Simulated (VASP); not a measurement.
```
SrVO3
1.0
    3.71039     0.00000     0.00000
    0.00000     3.71039     0.00000
    0.00000     0.00000     3.71039
Sr V O
1 1 3
Direct
  0.00000   0.00000   0.00000
  0.50000   0.50000   0.50000
  0.50000   0.00000   0.50000
  0.00000   0.50000   0.50000
  0.50000   0.50000   0.00000
```

Computed with PBEsol GGA, VASP's PBE PAW potentials (set 64) (plane waves; VASP). Run with 620 eV cut-off, 8×8×8 Γ-centred mesh, first-order Methfessel-Paxton smearing of 0.10 eV, potentials Sr_sv V_sv O.

Energy and stress use the plane-wave basis of the starting cell.

The ions, cell shape and volume at an external pressure of 30.0 GPa are relaxed. Give the cell that the relaxation ends in.

```
SrVO3
1.0
    3.67021     0.00000     0.00000
    0.00000     3.67021     0.00000
    0.00000     0.00000     3.67021
Sr V O
1 1 3
Direct
  0.00000   0.00000   0.00000
  0.50000   0.50000   0.50000
  0.50000   0.00000   0.50000
  0.00000   0.50000   0.50000
  0.50000   0.50000   0.00000
```
Space group Pm-3m (221), at a tolerance of 0.03 Å.

How do energy and volume change from the first to the last step?

The energy (σ→0) changes by +50.6 meV/atom and the volume by -3.2 %, in 3 ionic steps.

The compound is SrVO3 in the cubic perovskite structure. This run relaxes it under an external pressure of 30 GPa. Symmetry was kept, so distortions that lower it aren't found. The run is not spin-polarised, so no magnetic state was tried. The electron count is odd and the run is not spin-polarised, which forces a metal.
